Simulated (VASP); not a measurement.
Here is a VASP 6.6.1 calculation.

File INCAR:

```
SYSTEM = Hf7CO16
  ALGO = Normal
  EDIFF = 1E-6
  ENCUT = 520
  GGA = PE
  ISIF = 2
  ISMEAR = -1
  LASPH = .True.
  LCHARG = .False.
  LREAL = Auto
  LWAVE = .False.
  NBANDS = 103
  NELM = 100
  PREC = Accurate
  SIGMA = 0.01
```

The input KPOINTS:

```
k-points
0
Gamma
  3 3 3
  0 0 0
```

Contents of POSCAR:

```
Hf7CO16
1.0
    0.0000000000      5.1150000000      5.1150000000
    5.1150000000      0.0000000000      5.1150000000
    5.1150000000      5.1150000000      0.0000000000
C Hf O
1 7 16
Direct
    0.0000000000      0.0000000000      0.0000000000
    0.0000000000      0.0000000000      0.5000000000
    0.0000000000      0.5000000000      0.0000000000
    0.0000000000      0.5000000000      0.5000000000
    0.5000000000      0.0000000000      0.0000000000
    0.5000000000      0.0000000000      0.5000000000
    0.5000000000      0.5000000000      0.0000000000
    0.5000000000      0.5000000000      0.5000000000
    0.1288502591      0.1288502591      0.1288502591
    0.1288502591      0.1288502591      0.6134492228
    0.1288502591      0.6134492228      0.1288502591
    0.1285220523      0.6238259826      0.6238259826
    0.6134492228      0.1288502591      0.1288502591
    0.6238259826      0.1285220523      0.6238259826
    0.6238259826      0.6238259826      0.1285220523
    0.6238259826      0.6238259826      0.6238259826
    0.3761740174      0.3761740174      0.3761740174
    0.3761740174      0.3761740174      0.8714779477
    0.3761740174      0.8714779477      0.3761740174
    0.3865507772      0.8711497409      0.8711497409
    0.8714779477      0.3761740174      0.3761740174
    0.8711497409      0.3865507772      0.8711497409
    0.8711497409      0.8711497409      0.3865507772
    0.8711497409      0.8711497409      0.8711497409
```

Potentials or basis: VASP PAW PBE potentials, release 64 (C, Hf_pv, O).

Run with:

```console
$ cat potpaw_PBE.64/C/POTCAR potpaw_PBE.64/Hf_pv/POTCAR potpaw_PBE.64/O/POTCAR > POTCAR
$ mpirun -np 1 vasp_std > vasp.out
```

Task: Estimate the pressure.

Result: -5.5 GPa.

Task: Estimate the band gap on the k mesh.

Result: None (metal or under the smearing width).

Task: Predict the largest force.

Result: 0.095 eV/Å.

Forces in eV/Å, atoms in the order of the input:
```
C    0.000  0.000  0.000
Hf   0.000  0.000  0.000
Hf   0.000  0.000  0.000
Hf   0.000  0.000  0.000
Hf   0.000  0.000  0.000
Hf   0.000  0.000  0.000
Hf   0.000  0.000  0.000
Hf   0.000  0.000  0.000
O    0.055  0.055  0.055
O   -0.055 -0.055  0.055
O   -0.055  0.055 -0.055
O    0.004 -0.004 -0.004
O    0.055 -0.055 -0.055
O   -0.004  0.004 -0.004
O   -0.004 -0.004  0.004
O    0.004  0.004  0.004
O   -0.004 -0.004 -0.004
O    0.004  0.004 -0.004
O    0.004 -0.004  0.004
O   -0.055  0.055  0.055
O   -0.004  0.004  0.004
O    0.055 -0.055  0.055
O    0.055  0.055 -0.055
O   -0.055 -0.055 -0.055
```

The run has no spin-orbit coupling, so splittings on Hf are missing.
